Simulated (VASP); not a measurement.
Calculation: vdW-DF2, VASP's PBE PAW potentials (set 64) (plane waves; VASP 6.6.1).

VASP ran on this input.

**POSCAR**
```
SrCl2
1
    0.0000000000     3.4604136042     3.4604136042
    3.4604136042     0.0000000000     3.4604136042
    3.4604136042     3.4604136042    -0.0000000000
Sr Cl
1 2
Direct
  1.0000000000   0.0000000000   1.0000000000
  0.2500000000   0.2500000000   0.2500000000
  0.7500000000   0.7500000000   0.7500000000
```

### INCAR
```
# general
SYSTEM  =SrCl2
PREC    =Accurate
ENCUT   =520
LREAL   =F
LASPH   =T

# electronic loop
EDIFF   =1E-6
NELM    =100
ALGO    =Normal
LMAXMIX =4

# smearing
ISMEAR  =0
SIGMA   =0.05

# functional
GGA     =ML
LUSE_VDW=T
AGGAC   =0.0
ZAB_VDW =-1.8867

# ions
IBRION  =2
NSW     =60
ISIF    =3
EDIFFG  =-0.02

# output
LWAVE   =F
LCHARG  =F
```

File KPOINTS:
```
Automatic mesh
0
Gamma
5 5 5
0 0 0
```

POTCAR, in this order: Sr_sv Cl (PBE.64 set). Program: vasp_std.

Output

File OUTCAR:
```
 ion  position               nearest neighbor table
   1  0.000  0.000  0.000-   2 3.00   3 3.00   3 3.00   3 3.00   3 3.00   2 3.00   2 3.00   2 3.00
  LATTYP: Found a face centered cubic cell.
 ALAT       =     6.9208272084
 Subroutine PRICEL returns:
 Original cell was already a primitive cell.
 Subroutine GETGRP returns: Found 48 space group operations
The static configuration has the point symmetry O_h .
The dynamic configuration has the point symmetry O_h .
 Subroutine INISYM returns: Found 48 space group operations
 Subroutine IBZKPT returns following result:
 Found     10 irreducible k-points:

 Following reciprocal coordinates:
            Coordinates               Weight
  0.000000  0.000000  0.000000      1.000000
  0.200000  0.000000  0.000000      8.000000
  0.400000  0.000000  0.000000      8.000000
  0.200000  0.200000  0.000000      6.000000
  0.400000  0.200000  0.000000     24.000000
 -0.400000  0.200000  0.000000     24.000000
 -0.200000  0.200000  0.000000     12.000000
  0.400000  0.400000  0.000000      6.000000
 -0.400000  0.400000  0.000000     12.000000
 -0.400000  0.400000  0.200000     24.000000
   k-points           NKPTS =     10   k-points in BZ     NKDIM =     10   number of bands    NBANDS=     16
   number of dos      NEDOS =    301   number of ions     NIONS =      3
   total plane-waves  NPLWV =  46656
   dimension x,y,z NGX =    36 NGY =   36 NGZ =   36
   dimension x,y,z NGXF=    72 NGYF=   72 NGZF=   72
   ions per type =               1   2
   PREC   = accura    normal or accurate (medium, high low for compatibility)
   ISTART =      0    job   : 0-new  1-cont  2-samecut
   ICHARG =      2    charge: 1-file 2-atom 10-const
   ISPIN  =      1    spin polarized calculation?
   LNONCOLLINEAR =      F non collinear calculations
   LSORBIT =      F    spin-orbit coupling
   INIWAV =      1    electr: 0-lowe 1-rand  2-diag
   ENCUT  =  520.0 eV  38.22 Ry    6.18 a.u.   9.10  9.10  9.10*2*pi/ulx,y,z
   NELM   =    100;   NELMIN=  2; NELMDL= -5     # of ELM steps
...
```

**OSZICAR**
```
       N       E                     dE             d eps       ncg     rms          rms(c)
DAV:   1     0.164777423385E+03    0.16478E+03   -0.11845E+04   320   0.136E+03
DAV:   2     0.156509156950E+01   -0.16321E+03   -0.15705E+03   424   0.254E+02
DAV:   3    -0.791516051805E+01   -0.94803E+01   -0.94728E+01   440   0.661E+01
DAV:   4    -0.818948995038E+01   -0.27433E+00   -0.27423E+00   576   0.833E+00
DAV:   5    -0.819273998793E+01   -0.32500E-02   -0.32500E-02   472   0.774E-01    0.127E+01
DAV:   6    -0.765971374695E+01    0.53303E+00   -0.14137E+00   384   0.675E+00    0.896E+00
DAV:   7    -0.759742901479E+01    0.62285E-01   -0.62998E-01   448   0.444E+00    0.346E+00
DAV:   8    -0.758191695010E+01    0.15512E-01   -0.92707E-02   416   0.188E+00    0.422E-01
DAV:   9    -0.758114525018E+01    0.77170E-03   -0.55069E-03   448   0.452E-01    0.203E-01
DAV:  10    -0.758071883529E+01    0.42641E-03   -0.77094E-04   424   0.214E-01    0.605E-02
DAV:  11    -0.758068708462E+01    0.31751E-04   -0.14407E-04   448   0.885E-02    0.188E-02
DAV:  12    -0.758068796880E+01   -0.88418E-06   -0.40112E-06   456   0.125E-02
   1 F= -.75806880E+01 E0= -.75806880E+01  d E =-.758069E+01
       N       E                     dE             d eps       ncg     rms          rms(c)
DAV:   1    -0.863211639729E+01   -0.10514E+01   -0.22718E+01   416   0.335E+01    0.707E+00
DAV:   2    -0.780996630789E+01    0.82215E+00   -0.22770E+00   376   0.943E+00    0.267E+00
DAV:   3    -0.765069991537E+01    0.15927E+00   -0.40207E-01   496   0.390E+00    0.216E+00
DAV:   4    -0.764371441118E+01    0.69855E-02   -0.11506E-01   544   0.158E+00    0.118E+00
DAV:   5    -0.764553358063E+01   -0.18192E-02   -0.26780E-03   536   0.326E-01    0.671E-01
DAV:   6    -0.764685823606E+01   -0.13247E-02   -0.28734E-03   544   0.290E-01    0.998E-02
DAV:   7    -0.764690348043E+01   -0.45244E-04   -0.11235E-04   552   0.666E-02    0.432E-02
DAV:   8    -0.764690147078E+01    0.20096E-05   -0.32036E-05   608   0.401E-02    0.134E-02
DAV:   9    -0.764690106568E+01    0.40510E-06   -0.14351E-06   320   0.965E-03
   2 F= -.76469011E+01 E0= -.76469011E+01  d E =-.662131E-01
       N       E                     dE             d eps       ncg     rms          rms(c)
DAV:   1    -0.765160415264E+01   -0.47027E-02   -0.10082E-01   432   0.224E+00    0.468E-01
DAV:   2    -0.764782232137E+01    0.37818E-02   -0.10157E-02   352   0.631E-01    0.154E-01
DAV:   3    -0.764716239916E+01    0.65992E-03   -0.20885E-03   536   0.274E-01    0.966E-02
DAV:   4    -0.764715928614E+01    0.31130E-05   -0.18498E-04   592   0.741E-02    0.612E-02
DAV:   5    -0.764717569668E+01   -0.16411E-04   -0.41816E-05   584   0.314E-02    0.201E-02
DAV:   6    -0.764717821685E+01   -0.25202E-05   -0.20211E-06   464   0.972E-03    0.355E-03
DAV:   7    -0.764717860685E+01   -0.39000E-06   -0.38421E-07   280   0.444E-03
   3 F= -.76471786E+01 E0= -.76471786E+01  d E =-.664906E-01
```

**OUTCAR**
```
------------------------ aborting loop because EDIFF is reached ----------------------------------------
  FORCE on cell =-STRESS in cart. coord.  units (eV):
  Direction    XX          YY          ZZ          XY          YZ          ZX
  --------------------------------------------------------------------------------------
  Total        0.0055856      0.0055856      0.0055856     -0.0000000      0.0000000      0.0000000
  in kB        0.0998796      0.0998796      0.0998796     -0.0000000      0.0000000      0.0000000
  external PRESSURE =       0.0998796 kB  Pullay stress =       0.0000000 kB
  volume of cell :       89.60
      direct lattice vectors                 reciprocal lattice vectors
     0.000000000  3.551609649  3.551609649    -0.140781237  0.140781237  0.140781237
     3.551609649  0.000000000  3.551609649     0.140781237 -0.140781237  0.140781237
     3.551609649  3.551609649  0.000000000     0.140781237  0.140781237 -0.140781237
 POSITION                                       TOTAL-FORCE (eV/Angst)
 -----------------------------------------------------------------------------------
      0.00000      0.00000      0.00000        -0.000000     -0.000000     -0.000000
      1.77580      1.77580      1.77580         0.000000      0.000000      0.000000
      5.32741      5.32741      5.32741        -0.000000     -0.000000     -0.000000
 -----------------------------------------------------------------------------------
    total drift:                                0.000000      0.000000      0.000000
  FREE ENERGIE OF THE ION-ELECTRON SYSTEM (eV)
  ---------------------------------------------------
  free  energy   TOTEN  =        -7.6471786068 eV

  energy  without entropy=       -7.6471786068  energy(sigma->0) =       -7.64717861

 reached required accuracy - stopping structural energy minimisation
```
(Selected blocks of OUTCAR.)

**CONTCAR**
```
SrCl2
   1.00000000000000
     0.0000000000000000    3.5516096488589568    3.5516096488589568
     3.5516096488589568    0.0000000000000000    3.5516096488589568
     3.5516096488589568    3.5516096488589568    0.0000000000000000
  Sr              Cl
     1     2
Direct
     0.0000000000000000    0.0000000000000000    0.0000000000000000
     0.2500000000000000    0.2500000000000000    0.2500000000000000
     0.7500000000000000    0.7500000000000000    0.7500000000000000
```

### OUTCAR
```
 val. band max:       -0.4275056325   @ k =  -0.4000   0.4000   0.0000

 cond. band min:       4.4718474409   @ k =   0.0000   0.0000   0.0000


 Fermi energy:        -0.2091677088

 k-point     1 :       0.0000    0.0000    0.0000
  band No.  band energies     occupation
      1     -33.5426      2.00000
      2     -15.4231      2.00000
      3     -15.4231      2.00000
      4     -15.4231      2.00000
      5     -13.5262      2.00000
      6     -12.7914      2.00000
      7      -2.2794      2.00000
      8      -2.2794      2.00000
      9      -2.2794      2.00000
     10      -0.6820      2.00000
     11      -0.6820      2.00000
     12      -0.6820      2.00000
     13       4.4718      0.00000
     14       5.6830      0.00000
     15       5.6830      0.00000
     16       8.4258      0.00000

 k-point     2 :       0.2000    0.0000    0.0000
  band No.  band energies     occupation
      1     -33.5418      2.00000
      2     -15.5006      2.00000
      3     -15.4266      2.00000
      4     -15.4266      2.00000
      5     -13.3726      2.00000
      6     -12.8574      2.00000
      7      -2.1513      2.00000
      8      -2.1513      2.00000
      9      -2.0648      2.00000
     10      -1.0774      2.00000
     11      -0.8664      2.00000
     12      -0.8664      2.00000
     13       5.2515      0.00000
     14       5.9005      0.00000
     15       5.9005      0.00000
     16       7.3076      0.00000

 k-point     3 :       0.4000    0.0000    0.0000
  band No.  band energies     occupation
      1     -33.5406      2.00000
      2     -15.6053      2.00000
      3     -15.4323      2.00000
      4     -15.4323      2.00000
      5     -13.1900      2.00000
      6     -12.9106      2.00000
      7      -1.8576      2.00000
      8      -1.8576      2.00000
      9      -1.7618      2.00000
     10      -1.5709      2.00000
     11      -1.2298      2.00000
     12      -1.2298      2.00000
     13       6.1440      0.00000
...
```

Energy and stress use the plane-wave basis of the starting cell.

The compound is SrCl2 in the fluorite structure. This run relaxes it. Symmetry was kept, so distortions that lower it aren't found. The start is the result of an earlier pass.
